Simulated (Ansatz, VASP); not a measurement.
# Two plane-wave programs on CoPd2SO6

File INCAR:

```
PREC = Accurate ; ENCUT = 520
EDIFF = 1E-6 ; ISMEAR = -1
SIGMA = 0.1 ; LREAL = False
LASPH = True ; NELM = 60
ALGO = Fast ; ISIF = 2
LWAVE = False ; LCHARG = False
GGA = PE ; NBANDS = 46
```

File KPOINTS:

```
regular mesh
0
Gamma
  8 8 8
```

File POSCAR:

```
CoPd2SO6
1.0
    0.0000000000      3.6197450000      3.6197450000
    3.6197450000      0.0000000000      3.6197450000
    3.6197450000      3.6197450000      0.0000000000
Pd Co O S
2 1 6 1
Direct
    0.2500000000      0.2500000000      0.2500000000
    0.7500000000      0.7500000000      0.7500000000
    0.0000000000      0.0000000000      0.0000000000
    0.7375000000      0.2625000000      0.2625000000
    0.2625000000      0.7375000000      0.2625000000
    0.2625000000      0.7375000000      0.7375000000
    0.7375000000      0.2625000000      0.7375000000
    0.2625000000      0.2625000000      0.7375000000
    0.7375000000      0.7375000000      0.2625000000
    0.5000000000      0.5000000000      0.5000000000
```

Input for Ansatz:

```yaml
crystal:
  lattice:
    - [0.0, 3.619745, 3.619745]
    - [3.619745, 0.0, 3.619745]
    - [3.619745, 3.619745, 0.0]
  atoms:
    - { symbol: Pd, position: [0.25, 0.25, 0.25] }
    - { symbol: Pd, position: [0.75, 0.75, 0.75] }
    - { symbol: Co, position: [0.0, 0.0, 0.0] }
    - { symbol: O, position: [0.7375, 0.2625, 0.2625] }
    - { symbol: O, position: [0.2625, 0.7375, 0.2625] }
    - { symbol: O, position: [0.2625, 0.7375, 0.7375] }
    - { symbol: O, position: [0.7375, 0.2625, 0.7375] }
    - { symbol: O, position: [0.2625, 0.2625, 0.7375] }
    - { symbol: O, position: [0.7375, 0.7375, 0.2625] }
    - { symbol: S, position: [0.5, 0.5, 0.5] }
  symmetry: { tolerance: 0.0003 }
kpoints:
  mp_grid: { grid: [8, 8, 8], shift: [0, 0, 0] }
  band_path:
    path:
      - [0.0, 0.0, 0.0]
      - [0.5, 0.0, 0.5]
      - [0.625, 0.25, 0.625]
      - [0.375, 0.375, 0.75]
      - [0.0, 0.0, 0.0]
      - [0.5, 0.5, 0.5]
      - [0.5, 0.25, 0.75]
      - [0.5, 0.0, 0.5]
    npoints: 8
magnetization:
  spin_polarized: false
scf:
  occupations: { method: fermi_dirac }
  lower_state_search: "off"
  max_iter: 200
hamiltonian:
  pseudopotentials: { kind: paw }
  xc: pbe
basis:
  ecutwfc: 420
  fft_grid_basis: typed
output:
  forces: true
  stress: true
  eigenvalues: true
  bader: true
  populations: true
  elf: true
  write_potential: true
  volumetric_format: npy
  dos:
    e_range: [-12, 8]
    de: 0.05
    projected: { site_lists: { Co: [Co], O: [O], Pd: [Pd], S: [S] } }
checkpoint:
  read: saved_state
```

Alike in both runs: task single point; functional PBE; k mesh 8 × 8 × 8; no spin polarisation.

```csv
,VASP,Ansatz
version,VASP 6.6.1,Ansatz 0.2.0
potentials or method,"VASP PAW PBE potentials, release 64 (Pd, Co, O, S)",PAW plane waves
plane-wave cutoff (eV),520,420
occupations,"fermi-dirac, width 0.1 eV",fermi-dirac
valence electrons in the cell,71,95
```

VASP gave:

| Quantity | Value |
| --- | --- |
| pressure (GPa) | 7.1 |
| rms of the force components (eV/Å) | 0.363 |

Estimate Ansatz's values.

pressure (GPa): 7.5; rms of the force components (eV/Å): 0.342.

Atom by atom the forces differ by 0.022 eV/Å (rms over components). The two sets of potentials don't hold the same shells in valence.

Caveats: an odd number of electrons without spin polarisation forces a metal; a magnetic or distorted state may lie lower; the run has no spin polarisation, though such a crystal can be magnetic; semilocal functionals often make such compounds metallic where correlation or magnetic order opens a gap, which also shifts bond lengths. Spin polarisation is off, so any magnetic state and its effect on volume and gap are missing. With open d or f shells a metallic result of PBE can be an artefact of self-interaction; +U or a hybrid may open a gap.
